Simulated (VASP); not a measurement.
Computed with PBE GGA, VASP's PBE PAW potentials (set 64) (plane waves; VASP).

The input files of a VASP run:

INCAR:
```
! general
SYSTEM  = TcO2
PREC    = Accurate
ENCUT   = 400
LREAL   = .False.
LASPH   = .True.

! electronic loop
EDIFF   = 1E-6
NELM    = 100
ALGO    = Normal
LMAXMIX = 4

! smearing
ISMEAR  = 0
SIGMA   = 0.1

! functional
GGA     = PE

! ions
ISIF    = 2

! output
LWAVE   = .False.
LCHARG  = .False.
```

### POSCAR
```
TcO2
1
    2.5989580000     0.0000000000     0.0000000000
   -1.2994790000     2.2507640000     0.0000000000
    0.0000000000     0.0000000000     4.1926590000
Tc O
1 2
Direct
 -0.0062180000  -0.0170850000  -0.0070080000
  0.3467090000   0.6779430000   0.2521480000
  0.6595090000   0.3391410000   0.7548600000
```

KPOINTS:
```
Automatic mesh
0
Gamma
10 10 5
0 0 0
```

POTCAR, in this order: Tc_pv O (PBE.64 set). Program: vasp_std.

Output

**OUTCAR**
```
 ion  position               nearest neighbor table
   1  0.994  0.983  0.993-   3 1.76   3 1.80   2 1.82   2 1.84   3 1.85   2 1.90
   2  0.347  0.678  0.252-   1 1.82   1 1.84   1 1.90
   3  0.660  0.339  0.755-   1 1.76   1 1.80   1 1.85
  LATTYP: Found a hexagonal cell.
 ALAT       =     2.5989580000
 C/A-ratio  =     1.6132076778
 Subroutine PRICEL returns:
 Original cell was already a primitive cell.
 Subroutine GETGRP returns: Found  1 space group operations
The static configuration has the point symmetry C_1 .
The dynamic configuration has the point symmetry C_1 .
 Subroutine INISYM returns: Found  1 space group operations
 Subroutine IBZKPT returns following result:
 Found    252 irreducible k-points:

 Following reciprocal coordinates:
            Coordinates               Weight
  0.000000  0.000000  0.000000      1.000000
  0.100000 -0.000000  0.000000      2.000000
  0.000000  0.100000  0.000000      2.000000
 -0.100000  0.100000  0.000000      2.000000
  0.200000 -0.000000  0.000000      2.000000
  0.000000  0.200000  0.000000      2.000000
 -0.200000  0.200000  0.000000      2.000000
  0.300000 -0.000000  0.000000      2.000000
  0.000000  0.300000  0.000000      2.000000
 -0.300000  0.300000  0.000000      2.000000
  0.400000  0.000000  0.000000      2.000000
  0.000000  0.400000  0.000000      2.000000
 -0.400000  0.400000  0.000000      2.000000
  0.500000 -0.000000  0.000000      1.000000
  0.000000  0.500000  0.000000      1.000000
  0.500000  0.500000  0.000000      1.000000
  0.100000  0.100000  0.000000      2.000000
 -0.100000  0.200000  0.000000      2.000000
 -0.200000  0.100000  0.000000      2.000000
  0.200000  0.100000  0.000000      2.000000
 -0.100000  0.300000  0.000000      2.000000
 -0.300000  0.200000  0.000000      2.000000
...
```

### OSZICAR
```
       N       E                     dE             d eps       ncg     rms          rms(c)
DAV:   1     0.211997008584E+03    0.21200E+03   -0.13689E+04  8160   0.130E+03
DAV:   2    -0.195397152053E+02   -0.23154E+03   -0.22948E+03 10304   0.397E+02
DAV:   3    -0.250116908588E+02   -0.54720E+01   -0.54525E+01  8408   0.728E+01
DAV:   4    -0.250439815479E+02   -0.32291E-01   -0.32250E-01 10392   0.582E+00
DAV:   5    -0.250441444215E+02   -0.16287E-03   -0.16287E-03  8376   0.378E-01    0.527E+01
DAV:   6    -0.207086192395E+02    0.43355E+01   -0.31368E+01  8064   0.605E+01    0.160E+01
DAV:   7    -0.204199921022E+02    0.28863E+00   -0.55190E+00  8144   0.257E+01    0.174E+01
DAV:   8    -0.202842491006E+02    0.13574E+00   -0.57441E-01  8280   0.869E+00    0.178E+00
DAV:   9    -0.202835480062E+02    0.70109E-03   -0.19073E-02  8480   0.150E+00    0.180E-01
DAV:  10    -0.202836732976E+02   -0.12529E-03   -0.73421E-04  9560   0.261E-01    0.879E-02
DAV:  11    -0.202836823793E+02   -0.90817E-05   -0.21192E-04  8912   0.140E-01    0.426E-02
DAV:  12    -0.202836780243E+02    0.43549E-05   -0.46260E-05  9936   0.692E-02    0.214E-02
DAV:  13    -0.202836764623E+02    0.15621E-05   -0.10919E-05  8728   0.319E-02    0.691E-03
DAV:  14    -0.202836767050E+02   -0.24274E-06   -0.84857E-07  4032   0.953E-03
   1 F= -.20283677E+02 E0= -.20280641E+02  d E =-.607043E-02
```

OUTCAR:
```
------------------------ aborting loop because EDIFF is reached ----------------------------------------
  FORCE on cell =-STRESS in cart. coord.  units (eV):
  Direction    XX          YY          ZZ          XY          YZ          ZX
  --------------------------------------------------------------------------------------
  Total       23.2476920     23.4323510     20.1665696      1.2564843      0.0755037     -1.4022201
  in kB     1518.6988455   1530.7620394   1317.4187742     82.0821787      4.9324231    -91.6026450
  external PRESSURE =    1455.6265531 kB  Pullay stress =       0.0000000 kB
  volume of cell :       24.53
      direct lattice vectors                 reciprocal lattice vectors
     2.598958000  0.000000000  0.000000000     0.384769588  0.222146791  0.000000000
    -1.299479000  2.250764000  0.000000000     0.000000000  0.444293582  0.000000000
     0.000000000  0.000000000  4.192659000     0.000000000  0.000000000  0.238512123
 POSITION                                       TOTAL-FORCE (eV/Angst)
 -----------------------------------------------------------------------------------
      1.30552      2.21231      4.16328        -0.574561      3.207850      2.979807
      0.02011      1.52589      1.05717        -0.428386     -1.507538      7.304984
      1.27333      0.76333      3.16487         1.002947     -1.700312    -10.284791
 -----------------------------------------------------------------------------------
    total drift:                                0.000161     -0.000204      0.000451
  FREE ENERGIE OF THE ION-ELECTRON SYSTEM (eV)
  ---------------------------------------------------
  free  energy   TOTEN  =       -20.2836767050 eV

  energy  without entropy=      -20.2776062754  energy(sigma->0) =      -20.28064149
```
(Selected blocks of OUTCAR.)

**OUTCAR**
```
 val. band max:       11.8210503270   @ k =   0.1000  -0.4000   0.4000

 cond. band min:      11.8400635609   @ k =   0.5000  -0.2000  -0.4000


 Fermi energy:        11.8235634910

 k-point     1 :       0.0000    0.0000    0.0000
  band No.  band energies     occupation
      1     -29.7442      2.00000
      2     -28.9656      2.00000
      3     -28.8803      2.00000
      4     -11.3098      2.00000
      5      -7.9876      2.00000
      6       0.6472      2.00000
      7       2.1421      2.00000
      8       2.2116      2.00000
      9       7.5854      2.00000
     10       7.6408      2.00000
     11       7.7989      2.00000
     12       9.6284      2.00000
     13       9.8818      2.00000
     14      11.7760      1.49916
     15      16.3234      0.00000
     16      16.7583      0.00000

 k-point     2 :       0.1000   -0.0000    0.0000
  band No.  band energies     occupation
      1     -29.6962      2.00000
      2     -29.1806      2.00000
      3     -28.9289      2.00000
      4     -11.0225      2.00000
      5      -8.2486      2.00000
      6       0.9635      2.00000
      7       2.1781      2.00000
      8       2.4599      2.00000
      9       6.4722      2.00000
     10       7.3646      2.00000
     11       7.9075      2.00000
     12       9.6570      2.00000
     13      10.6523      2.00000
     14      11.7872      1.39258
     15      16.3250      0.00000
     16      16.5770      0.00000

 k-point     3 :       0.0000    0.1000    0.0000
  band No.  band energies     occupation
      1     -29.6979      2.00000
      2     -29.1582      2.00000
      3     -28.9482      2.00000
      4     -11.0328      2.00000
      5      -8.2324      2.00000
      6       0.9496      2.00000
      7       2.2334      2.00000
      8       2.4001      2.00000
      9       6.6413      2.00000
     10       7.0978      2.00000
     11       7.9264      2.00000
     12       9.9780      2.00000
     13      10.3735      2.00000
...
```

At this cut-off the stress carries a Pulay error, which pulls relaxed volumes low.

The structure was generated: TcO2 was put into an ordered model structure, which need not be its known phase. The cell was not relaxed at this level, atoms are displaced from their ideal sites. The electron count is odd and the run is not spin-polarised, which forces a metal.
